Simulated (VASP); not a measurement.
Calculation: PBEsol GGA, VASP's PBE PAW potentials (set 64) (plane waves; VASP).

VASP ran on this input.

POSCAR:
```
GaP
1.0
  0.0000000000   2.5267062438   2.5267062438
  2.5267062438   0.0000000000   2.5267062438
  2.5267062438   2.5267062438   0.0000000000
Ga P
1 1
Cartesian
  5.0534124876   2.5267062438   2.5267062438
  1.2633531219   1.2633531219   1.2633531219
```

**KPOINTS**
```
Automatic mesh
0
Gamma
9 9 9
0 0 0
```

**INCAR**
```
SYSTEM = GaP
PREC = Accurate
ENCUT = 500
EDIFF = 1E-6
NELM = 100
ALGO = Normal
LREAL = .FALSE.
LASPH = .TRUE.
ISMEAR = 0
SIGMA = 0.05
GGA = PS
LMAXMIX = 4
LWAVE = .FALSE.
LCHARG = .FALSE.
IBRION = 2
ISIF = 3
NSW = 40
EDIFFG = -0.02
PSTRESS = 300
```

POTCAR, in this order: Ga_d P (PBE.64 set). Program: vasp_std.

Problem. What will the output report for the number of irreducible k-points (NKPTS), largest plane-wave count, number of space-group operations, FFT grid (NGX, NGY, NGZ)?

Solution. 
```
Property                                       Value
--------------------------------------  ------------
number of irreducible k-points (NKPTS)            35
largest plane-wave count                         869
number of space-group operations                  24
FFT grid (NGX, NGY, NGZ)                28 × 28 × 28
```

The structure was generated: GaP was put into the zinc blende type (F-43m), which need not be its known phase. It was relaxed first under an external pressure of 30 GPa.
